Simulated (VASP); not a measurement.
GaSb (relaxed from the zinc blende structure, space group F-43m): computed properties

Calculation: PBEsol GGA, VASP's PBE PAW potentials (set 64) (plane waves; VASP).

```
Property                                                                         Value
---------------------------------------------  ---------------------------------------
space group                                                                F-43m (216)
cell                                           a = b = c = 6.108 Å, α = β = γ = 90.00°
volume per atom                                                         28.49 Å^3/atom
band gap (over mesh and band path)                                             0.02 eV
smallest direct gap (over mesh and band path)                                  0.02 eV
band-edge character                                                     direct, Γ to Γ
density                                                                     5.58 g/cm³
```

```cif
data_GaSb
_chemical_formula_sum 'Ga1 Sb1'
_space_group_name_H-M_alt 'P 1'
_space_group_IT_number 1
_cell_length_a 4.31930
_cell_length_b 4.31930
_cell_length_c 4.31930
_cell_angle_alpha 60.000
_cell_angle_beta 60.000
_cell_angle_gamma 60.000
loop_
_space_group_symop_operation_xyz
  'x, y, z'
loop_
_atom_site_label
_atom_site_type_symbol
_atom_site_fract_x
_atom_site_fract_y
_atom_site_fract_z
_atom_site_occupancy
Ga1 Ga 0.00000 0.00000 0.00000 1
Sb1 Sb 0.25000 0.25000 0.25000 1
```

Unless said otherwise, spin-orbit coupling is left out, though it shifts the bands of the heavy elements here.

The structure was generated: GaSb was put into the zinc blende type (F-43m), which need not be its known phase. It was relaxed first. Symmetry was kept, so distortions that lower it aren't found.
